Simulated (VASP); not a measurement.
# RuS (relaxed from the zinc blende structure, space group F-43m): computed properties

All values below come from PBEsol GGA, VASP's PBE PAW potentials (set 64) (plane waves; VASP 6.6.1).

```
Property                                                              Result
----------------------------------  ----------------------------------------
space group                                                      F-43m (216)
cell                                a = b = c = 5.1360 Å, α = β = γ = 90.00°
volume per atom                                               16.94 Å^3/atom
band gap (over mesh and band path)  none (metal, semimetal or under 0.01 eV)
density                                                           6.53 g/cm³
```

```xyz
2
Lattice="0.0000 2.5680 2.5680 2.5680 0.0000 2.5680 2.5680 2.5680 0.0000" Properties=species:S:1:pos:R:3 pbc="T T T"
Ru     0.0000     0.0000     0.0000
S      1.2840     1.2840     1.2840
```

The structure was generated: RuS was put into the zinc blende type (F-43m), which need not be its known phase. It was relaxed first, which changed the volume by -30 %. Symmetry was kept, so distortions that lower it aren't found.
